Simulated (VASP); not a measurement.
A run of VASP 6.6.1:

Contents of INCAR:

```
  ALGO = Normal
  EDIFF = 1E-7
  ENCUT = 900
  GGA = PS
  ISIF = 2
  ISMEAR = 0
  LASPH = T
  LCHARG = F
  LREAL = F
  LWAVE = F
  NBANDS = 33
  NELM = 60
  PREC = Accurate
  SIGMA = 0.02
```

KPOINTS

```
k-points
0
Gamma
  6 6 10
```

POSCAR

```
TiO2
1.0
    4.5922200000      0.0000000000      0.0000000000
    0.0000000000      4.5922200000      0.0000000000
    0.0000000000      0.0000000000      2.9420300000
Ti O
2 4
Direct
    1.0000000000      0.0000000000      0.0000000000
    0.5000000000      0.5000000000      0.5000000000
    0.3043000000      0.3043000000      0.0000000000
    0.1957000000      0.8043000000      0.5000000000
    0.6957000000      0.6957000000      1.0000000000
    0.8043000000      0.1957000000      0.5000000000
```

Potentials or basis: VASP PAW PBE potentials, release 64 (Ti_sv, O_h).

Launch:

```bash
$ cat potpaw_PBE.64/Ti_sv/POTCAR potpaw_PBE.64/O_h/POTCAR > POTCAR
$ mpirun -np 1 vasp_std > vasp.out
```

Hardware: 1 thread of Intel(R) Xeon(R) 6975P-C (Granite Rapids) (shared host).

Problem. How long does it take, and how much memory?

Solution. Run time: 120 s on 1 thread of Intel(R) Xeon(R) 6975P-C (Granite Rapids), on a shared host, peak memory 0.39 GiB. Counts: scf iterations 18, k points 60.
